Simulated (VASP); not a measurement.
Given:

```yaml
crystal:
  lattice:
    - [0.00000, 3.19781, 3.19781]
    - [3.19781, 0.00000, 3.19781]
    - [3.19781, 3.19781, 0.00000]
  atoms:
    - { symbol: Ba, position: [0.00000, 0.00000, 0.00000] }
    - { symbol: S, position: [0.50000, 0.50000, 0.50000] }
```

Method: AM05 GGA, VASP's PBE PAW potentials (set 64) (plane waves; VASP). Run with 520 eV cut-off, Gaussian smearing of 0.050 eV, potentials Ba_sv S.

Unless said otherwise, spin-orbit coupling is left out, though it shifts the bands of the heavy elements here.

Problem. Estimate the band gap (along the path) with the smallest direct gap where there is one.

Solution. 
```yaml
band gap (along the path): 2.09 eV
smallest direct gap (along the path): 2.23 eV
```

The compound is BaS in the rock salt structure. It was relaxed first.
